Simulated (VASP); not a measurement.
A convergence study with VASP on CsBr (space group Pm-3m): one setting is varied, all else stays as given below, so the limit is that of these other settings.

```xyz
2
Lattice="4.2686 0.0000 0.0000 0.0000 4.2686 0.0000 0.0000 0.0000 4.2686" Properties=species:S:1:pos:R:3 pbc="T T T"
Cs     0.0000     0.0000     0.0000
Br     2.1343     2.1343     2.1343
```

The numbers are results of PBE GGA, VASP's PBE PAW potentials (set 64) (plane waves; VASP), not measurements. The tightest run used: 300 eV cut-off, 11×11×11 Γ-centred mesh, Gaussian smearing of 0.010 eV, potentials Cs_sv Br.

Problem. The settings run are 2×2×2 mesh; 3×3×3 mesh; 4×4×4 mesh; 5×5×5 mesh; 6×6×6 mesh; 8×8×8 mesh; 9×9×9 mesh; 11×11×11 mesh. From which on does the highest Γ mode stay within 5 cm⁻¹ of the tightest run?

Solution. From 3×3×3 mesh on: it is off by 0.9 there and by no more than 5 in any finer run, while 2×2×2 mesh is off by 17.3.
| setting | highest Γ mode (cm⁻¹) | irreducible k-points | difference judged (cm⁻¹) |
|---|---|---|---|
| 2×2×2 mesh | 54.7 | 4 | 17.3 |
| 3×3×3 mesh | 71.1 | 4 | 0.9 |
| 4×4×4 mesh | 71.9 | 10 | 0.1 |
| 5×5×5 mesh | 72.0 | 10 | 0.0 |
| 6×6×6 mesh | 72.0 | 20 | 0.0 |
| 8×8×8 mesh | 72.0 | 35 | 0.0 |
| 9×9×9 mesh | 72.0 | 35 | 0.0 |
| 11×11×11 mesh | 72.0 | 56 | 0.0 |

Left out are rungs that failed or repeat a setting and relaxations that didn't move; long series are thinned to 24 rows.

The structure is a typed CsBr crystal (space group no. 221). The cell was not relaxed at this level.
